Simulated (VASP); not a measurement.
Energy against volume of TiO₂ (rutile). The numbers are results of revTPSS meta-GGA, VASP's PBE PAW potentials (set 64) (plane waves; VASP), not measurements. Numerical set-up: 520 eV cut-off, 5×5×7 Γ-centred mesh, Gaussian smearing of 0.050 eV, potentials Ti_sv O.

Shape and ions are relaxed at each volume.

```csv
V (Å³/atom),E (eV/atom)
10.293,-9.78968
10.611,-9.79819
10.930,-9.79360
11.248,-9.77812
```

Question: Fit these four points and predict the energy of the run at 9.975 Å³/atom.

Answer: A cubic in V^(−2/3), the third-order Birch-Murnaghan form, passes through the four points with V0 = 10.65 Å³/atom and B0 = 215 GPa, and gives -9.7654 eV/atom there. The run gave -9.7655 eV/atom, -0.1 meV/atom from the fit; all five points give B0 = 215 GPa.

The compound is TiO2 in the rutile structure. It was relaxed first.
